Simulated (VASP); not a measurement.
Given:

```
SrTe
1.0
    0.00000     3.18780     3.18780
    3.18780     0.00000     3.18780
    3.18780     3.18780     0.00000
Sr Te
1 1
Cartesian
  0.00000   0.00000   0.00000
  3.18780   3.18780   3.18780
```

All values below come from PBEsol GGA, VASP's PBE PAW potentials (set 64) (plane waves; VASP). Run with 500 eV cut-off, 7×7×7 Γ-centred mesh, Gaussian smearing of 0.050 eV, potentials Sr_sv Te.

### Question
Predict the energy per atom (σ→0), pressure.

### Answer

- energy per atom (σ→0): -4363 meV/atom
- pressure: 4.99 GPa

The structure was generated: SrTe was put into the rock salt type (Fm-3m), which need not be its known phase. It was relaxed first under an external pressure of 5 GPa.
